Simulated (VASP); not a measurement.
Level of theory: PBE GGA, VASP's PBE PAW potentials (set 64) (plane waves; VASP 6.6.1).

VASP input:

### KPOINTS
```
kpoints
0
gamma
 13 13 13
```

POSCAR:
```
NbP
3.1074710
  1.0000000157   0.0000000000   0.0000000000
  0.0000000000   1.0000000157   0.0000000000
  0.0000000000   0.0000000000   1.0000000157
Nb P
1 1
Cart
  0.0000000000   0.0000000000   0.0000000000
  0.5000000078   0.5000000078   0.5000000078
```

INCAR:
```
SYSTEM = NbP
PREC = Accurate
ENCUT = 400
EDIFF = 1E-7
NELM = 100
ALGO = Normal
LREAL = .FALSE.
LASPH = .TRUE.
ISMEAR = -5
GGA = PE
LMAXMIX = 4
LWAVE = .FALSE.
LCHARG = .TRUE.
LORBIT = 11
NEDOS = 601
ISIF = 2
```

POTCAR, in this order: Nb_sv P (PBE.64 set). Program: vasp_std.

Output of the run:

**OUTCAR**
```
 ion  position               nearest neighbor table
   1  0.000  0.000  0.000-   2 2.69   2 2.69   2 2.69   2 2.69   2 2.69   2 2.69   2 2.69   2 2.69
  LATTYP: Found a simple cubic cell.
 ALAT       =     3.1074710487
 Subroutine PRICEL returns:
 Original cell was already a primitive cell.
 Subroutine GETGRP returns: Found 48 space group operations
The static configuration has the point symmetry O_h .
The dynamic configuration has the point symmetry O_h .
 Subroutine INISYM returns: Found 48 space group operations
 Subroutine IBZKPT returns following result:
 Found     84 irreducible k-points:

 Following reciprocal coordinates:
            Coordinates               Weight
  0.000000  0.000000  0.000000      1.000000
  0.076923  0.000000  0.000000      6.000000
  0.153846  0.000000  0.000000      6.000000
  0.230769  0.000000  0.000000      6.000000
  0.307692  0.000000  0.000000      6.000000
  0.384615  0.000000  0.000000      6.000000
  0.461538  0.000000  0.000000      6.000000
  0.076923  0.076923  0.000000     12.000000
  0.153846  0.076923  0.000000     24.000000
  0.230769  0.076923  0.000000     24.000000
...
```

### OSZICAR
```
       N       E                     dE             d eps       ncg     rms          rms(c)
DAV:   1     0.114623524015E+03    0.11462E+03   -0.84162E+03  2184   0.112E+03
DAV:   2    -0.118964269506E+02   -0.12652E+03   -0.12321E+03  2659   0.379E+02
DAV:   3    -0.178465386668E+02   -0.59501E+01   -0.58267E+01  3388   0.642E+01
DAV:   4    -0.180708252838E+02   -0.22429E+00   -0.22328E+00  3142   0.127E+01
DAV:   5    -0.180805144031E+02   -0.96891E-02   -0.96943E-02  3558   0.227E+00    0.909E+00
DAV:   6    -0.169566908613E+02    0.11238E+01   -0.45656E+00  3614   0.188E+01    0.358E+00
DAV:   7    -0.169396409610E+02    0.17050E-01   -0.19662E-01  2542   0.372E+00    0.218E+00
DAV:   8    -0.169344618201E+02    0.51791E-02   -0.40861E-02  3127   0.170E+00    0.359E-01
DAV:   9    -0.169345543054E+02   -0.92485E-04   -0.39192E-03  3579   0.433E-01    0.201E-01
DAV:  10    -0.169346718184E+02   -0.11751E-03   -0.77171E-04  2819   0.353E-01    0.514E-02
DAV:  11    -0.169346608863E+02    0.10932E-04   -0.61325E-05  2725   0.101E-01    0.184E-02
DAV:  12    -0.169346614421E+02   -0.55580E-06   -0.35929E-06  3191   0.260E-02    0.614E-03
DAV:  13    -0.169346613388E+02    0.10331E-06   -0.18394E-07  2233   0.543E-03    0.306E-03
DAV:  14    -0.169346613625E+02   -0.23721E-07   -0.30579E-08  1632   0.173E-03
   1 F= -.16934661E+02 E0= -.16934661E+02  d E =0.000000E+00
```

File OUTCAR:
```
------------------------ aborting loop because EDIFF is reached ----------------------------------------
  FORCE on cell =-STRESS in cart. coord.  units (eV):
  Direction    XX          YY          ZZ          XY          YZ          ZX
  --------------------------------------------------------------------------------------
  Total       -0.0334514     -0.0334514     -0.0334514     -0.0000000     -0.0000000     -0.0000000
  in kB       -1.7860934     -1.7860934     -1.7860934     -0.0000000     -0.0000000     -0.0000000
  external PRESSURE =      -1.7860934 kB  Pullay stress =       0.0000000 kB
  volume of cell :       30.01
      direct lattice vectors                 reciprocal lattice vectors
     3.107471049  0.000000000  0.000000000     0.321805090  0.000000000  0.000000000
     0.000000000  3.107471049  0.000000000     0.000000000  0.321805090  0.000000000
     0.000000000  0.000000000  3.107471049     0.000000000  0.000000000  0.321805090
 POSITION                                       TOTAL-FORCE (eV/Angst)
 -----------------------------------------------------------------------------------
      0.00000      0.00000      0.00000         0.000000      0.000000      0.000000
      1.55374      1.55374      1.55374         0.000000      0.000000      0.000000
 -----------------------------------------------------------------------------------
    total drift:                               -0.000000      0.000000      0.000000
  FREE ENERGIE OF THE ION-ELECTRON SYSTEM (eV)
  ---------------------------------------------------
  free  energy   TOTEN  =       -16.9346613625 eV

  energy  without entropy=      -16.9346613625  energy(sigma->0) =      -16.93466136

 total charge

# of ion       s       p       d       tot
------------------------------------------
    1        2.158   6.007   2.500  10.665
    2        1.028   1.485   0.000   2.513
--------------------------------------------------
tot          3.186   7.492   2.500  13.178
```
(Selected blocks of OUTCAR.)

For a metal the tetrahedron method with Blöchl corrections gives inexact stress and forces.

The structure was generated: NbP was put into the CsCl type type (Pm-3m), which need not be its known phase. It was relaxed first, which changed the volume by -31 %.
